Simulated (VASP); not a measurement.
All values below come from TPSS meta-GGA, VASP's PBE PAW potentials (set 64) (plane waves; VASP).

VASP ran on this input.

INCAR:
```
! general
SYSTEM =TiAl
PREC   =Accurate
ENCUT  =520   ! plane-wave cut-off (eV)
LREAL  =F   ! projection in real space or not
LASPH  =T   ! aspherical one-centre terms

! electronic loop
EDIFF  =1E-7   ! SCF stop (eV)
NELM   =100   ! most electronic steps
ALGO   =Normal
LMAXMIX=4   ! l cut-off of mixed one-centre charges
LMIXTAU=T

! smearing
ISMEAR =-5   ! tetrahedra, Bloechl

! functional
METAGGA=TPSS

! ions
ISIF   =2   ! forces and stress, cell fixed

! output
LWAVE  =F
LCHARG =F
LORBIT =11
NEDOS  =601
```

### KPOINTS
```
Regular mesh
0
Gamma
14 14 10
```

**KPOINTS_OPT**
```
k-points along high-symmetry lines
6
Line-mode
Reciprocal
  0.000000   0.000000   0.000000 ! GAMMA
  0.000000   0.500000   0.000000 ! X

  0.000000   0.500000   0.000000 ! X
  0.500000   0.500000   0.000000 ! M

  0.500000   0.500000   0.000000 ! M
  0.000000   0.000000   0.000000 ! GAMMA

  0.000000   0.000000   0.000000 ! GAMMA
  0.000000   0.000000   0.500000 ! Z

  0.000000   0.000000   0.500000 ! Z
  0.000000   0.500000   0.500000 ! R

  0.000000   0.500000   0.500000 ! R
  0.500000   0.500000   0.500000 ! A

  0.500000   0.500000   0.500000 ! A
  0.000000   0.000000   0.500000 ! Z

  0.000000   0.500000   0.000000 ! X
  0.000000   0.500000   0.500000 ! R

  0.500000   0.500000   0.000000 ! M
  0.500000   0.500000   0.500000 ! A
```

File POSCAR:
```
TiAl
1.0
  2.8090986759   0.0000000000   0.0000000000
  0.0000000000   2.8090986759   0.0000000000
  0.0000000000   0.0000000000   4.0384594080
Ti Al
1 1
Cart
  0.0000000000   0.0000000000   0.0000000000
  1.4045493380   1.4045493380   2.0192297040
```

POTCAR, in this order: Ti_sv Al (PBE.64 set). Program: vasp_std.

Output

File OSZICAR:
```
       N       E                     dE             d eps       ncg     rms          rms(c)
DAV:   1     0.130618572850E+03    0.13062E+03   -0.11823E+04  6164   0.264E+03
DAV:   2    -0.753120900982E+01   -0.13815E+03   -0.13321E+03  5521   0.571E+02
DAV:   3    -0.259688141430E+02   -0.18438E+02   -0.17687E+02  9329   0.218E+02
DAV:   4    -0.277905880789E+02   -0.18218E+01   -0.17690E+01  8060   0.661E+01
DAV:   5    -0.281338330196E+02   -0.34324E+00   -0.33954E+00  9385   0.189E+01    0.890E+00
DAV:   6    -0.270370705061E+02    0.10968E+01   -0.98303E+01  5490   0.964E+01    0.113E+01
DAV:   7    -0.238040446468E+02    0.32330E+01   -0.82565E+00  5103   0.376E+01    0.843E+00
DAV:   8    -0.234997442878E+02    0.30430E+00   -0.99493E+00  5999   0.326E+01    0.237E+00
DAV:   9    -0.237314852209E+02   -0.23174E+00   -0.13416E+00  6547   0.140E+01    0.183E+00
DAV:  10    -0.236657615258E+02    0.65724E-01   -0.15079E+00  5840   0.120E+01    0.207E+00
DAV:  11    -0.236037186305E+02    0.62043E-01   -0.13451E-01  5641   0.289E+00    0.159E+00
DAV:  12    -0.236554186668E+02   -0.51700E-01   -0.54349E-01  6569   0.842E+00    0.363E-01
DAV:  13    -0.236514319990E+02    0.39867E-02   -0.29662E-02  5615   0.176E+00    0.184E-01
DAV:  14    -0.236524674708E+02   -0.10355E-02   -0.67444E-03  6489   0.101E+00    0.134E-01
DAV:  15    -0.236530582209E+02   -0.59075E-03   -0.10907E-03  5747   0.373E-01    0.320E-02
DAV:  16    -0.236531201018E+02   -0.61881E-04   -0.11714E-04  5951   0.127E-01    0.220E-02
DAV:  17    -0.236531128539E+02    0.72479E-05   -0.79343E-05  6218   0.922E-02    0.486E-03
DAV:  18    -0.236531118095E+02    0.10444E-05   -0.41032E-06  6278   0.230E-02    0.219E-03
DAV:  19    -0.236531136817E+02   -0.18722E-05   -0.64255E-07  5395   0.904E-03    0.200E-03
DAV:  20    -0.236531146258E+02   -0.94404E-06   -0.44675E-07  5199   0.611E-03    0.520E-04
DAV:  21    -0.236531150442E+02   -0.41841E-06   -0.58254E-08  2723   0.319E-03    0.225E-04
DAV:  22    -0.236531151112E+02   -0.67036E-07   -0.18011E-08  2496   0.144E-03
   1 F= -.23653115E+02 E0= -.23653115E+02  d E =0.000000E+00
       N       E                     dE             ncg
```

### OUTCAR
```
------------------------ aborting loop because EDIFF is reached ----------------------------------------
  FORCE on cell =-STRESS in cart. coord.  units (eV):
  Direction    XX          YY          ZZ          XY          YZ          ZX
  --------------------------------------------------------------------------------------
  Total       -0.0196519     -0.0196519      0.0675035      0.0000000      0.0000000      0.0000000
  in kB       -0.9880195     -0.9880195      3.3938057      0.0000000      0.0000000      0.0000000
  external PRESSURE =       0.4725889 kB  Pullay stress =       0.0000000 kB
  volume of cell :       31.87
      direct lattice vectors                 reciprocal lattice vectors
     2.809098676  0.000000000  0.000000000     0.355986071  0.000000000  0.000000000
     0.000000000  2.809098676  0.000000000     0.000000000  0.355986071  0.000000000
     0.000000000  0.000000000  4.038459408     0.000000000  0.000000000  0.247619178
 POSITION                                       TOTAL-FORCE (eV/Angst)
 -----------------------------------------------------------------------------------
      0.00000      0.00000      0.00000         0.000000      0.000000      0.000000
      1.40455      1.40455      2.01923         0.000000      0.000000      0.000000
 -----------------------------------------------------------------------------------
    total drift:                               -0.000000     -0.000000      0.000000
  FREE ENERGIE OF THE ION-ELECTRON SYSTEM (eV)
  ---------------------------------------------------
  free  energy   TOTEN  =       -23.6531151112 eV

  energy  without entropy=      -23.6531151112  energy(sigma->0) =      -23.65311511

 total charge

# of ion       s       p       d       tot
------------------------------------------
    1        2.191   6.119   1.962  10.272
    2        0.426   0.428   0.000   0.855
--------------------------------------------------
tot          2.617   6.547   1.962  11.127
```
(Selected blocks of OUTCAR.)

File OUTCAR:
```
 val. band max:        8.4984744739   @ k =   0.4286   0.1429   0.3000

 cond. band min:       8.3024203991   @ k =   0.5000   0.5000   0.0000


 Fermi energy:         8.5180127455

 k-point     1 :       0.0000    0.0000    0.0000
  band No.  band energies     occupation
      1     -48.9854      2.00000
      2     -24.9405      2.00000
      3     -24.4766      2.00000
      4     -24.4766      2.00000
      5      -0.6157      2.00000
      6       6.6047      2.00000
      7       7.6146      2.00000
      8       8.1734      2.00000
      9      10.7555      0.00000
     10      10.7555      0.00000
     11      12.0238      0.00000

 k-point     2 :       0.0714    0.0000    0.0000
  band No.  band energies     occupation
      1     -48.9824      2.00000
      2     -24.9377      2.00000
      3     -24.5016      2.00000
      4     -24.4744      2.00000
      5      -0.5141      2.00000
      6       6.6873      2.00000
      7       7.6540      2.00000
      8       8.0815      2.00000
      9      10.7731      0.00000
     10      10.8676      0.00000
     11      11.9183      0.00000

 k-point     3 :       0.1429    0.0000    0.0000
  band No.  band energies     occupation
      1     -48.9741      2.00000
      2     -24.9296      2.00000
      3     -24.5712      2.00000
      4     -24.4685      2.00000
      5      -0.2119      2.00000
      6       6.9127      2.00000
      7       7.7378      2.00000
      8       7.8465      2.00000
      9      10.8228      0.00000
     10      11.1736      0.00000
     11      11.6432      0.00000

 k-point     4 :       0.2143    0.0000    0.0000
  band No.  band energies     occupation
      1     -48.9621      2.00000
      2     -24.9177      2.00000
      3     -24.6709      2.00000
      4     -24.4599      2.00000
      5       0.2830      2.00000
      6       7.2094      2.00000
      7       7.5468      2.00000
      8       7.7330      2.00000
      9      10.8958      0.00000
...
```

For a metal the tetrahedron method with Blöchl corrections gives inexact stress and forces.

The compound is TiAl in the L1_0 structure. It was relaxed first. The electron count is odd and the run is not spin-polarised, which forces a metal.
